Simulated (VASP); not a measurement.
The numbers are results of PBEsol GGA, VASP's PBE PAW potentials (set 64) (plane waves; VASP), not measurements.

Input for VASP

File KPOINTS:
```
Automatic mesh
0
Gamma
4 4 5
0 0 0
```

POSCAR:
```
Ca2MgPd2
4.454580
 -0.4847202205   0.6623688429   1.0000000000
  0.4847202205  -0.6623688429   1.0000000000
  0.4847202205   0.6623688429  -1.0000000000
Ca Mg Pd
2 1 2
Cartesian
 -0.0045849686   0.6594153402   0.3981350000
  0.4796839774  -0.0094851218   0.6056640000
 -0.0007173859   0.0147191604   0.0155860000
 -0.0013257098   0.2955244700   0.9887530000
  0.4963850126   0.3645644993  -0.0081370000
```

INCAR:
```
# general
SYSTEM =Ca2MgPd2
PREC   =Accurate
ENCUT  =300
LREAL  =F
LASPH  =T

# electronic loop
EDIFF  =1E-6   # SCF stop (eV)
NELM   =100
ALGO   =Normal   # blocked Davidson
LMAXMIX=4   # l cut-off of mixed one-centre charges

# smearing
ISMEAR =-1   # Fermi-Dirac
SIGMA  =0.1

# functional
GGA    =PS

# ions
ISIF   =2

# output
LWAVE  =F
LCHARG =F
```

POTCAR, in this order: Ca_sv Mg Pd (PBE.64 set). Program: vasp_std.

At this cut-off the stress carries a Pulay error, which pulls relaxed volumes low.

Q: Estimate the energy per atom (σ→0), pressure, largest force, band gap (on the k-mesh).

A: 
* **energy per atom (σ→0)**: -405.9 kJ/mol of atoms
* **band gap (on the k-mesh)**: none (metal, semimetal or under 0.01 eV)
* **pressure**: -1.38 GPa
* **largest force**: 0.556 eV/Å

**OSZICAR**
```
...
DAV:   7    -0.211241912415E+02    0.16948E+00   -0.10066E+00  2465   0.541E+00    0.221E+00
DAV:   8    -0.210681198294E+02    0.56071E-01   -0.17711E-01  2839   0.251E+00    0.311E-01
DAV:   9    -0.210669255143E+02    0.11943E-02   -0.20519E-02  3129   0.783E-01    0.143E-01
DAV:  10    -0.210667336954E+02    0.19182E-03   -0.16600E-03  2701   0.347E-01    0.671E-02
DAV:  11    -0.210667169115E+02    0.16784E-04   -0.47694E-04  3540   0.175E-01    0.315E-02
DAV:  12    -0.210667123345E+02    0.45770E-05   -0.12764E-04  2621   0.649E-02    0.772E-03
DAV:  13    -0.210667130612E+02   -0.72663E-06   -0.77889E-06  2156   0.176E-02
   1 F= -.21066713E+02 E0= -.21035182E+02  d E =-.630629E-01
```

The structure comes from a computed database's Ca2MgPd2 entry; how it stands against other phases isn't given here. The cell was not relaxed at this level, atoms are displaced from their ideal sites. The k-mesh is coarse (spacing up to 0.40 per Å, 2π included), so the numbers may not be converged in it. The run is one of a series of settings (GGA = PS, POTCAR Ca_sv Mg Pd (PBE.64 set) against the base run), some of them coarse on purpose.
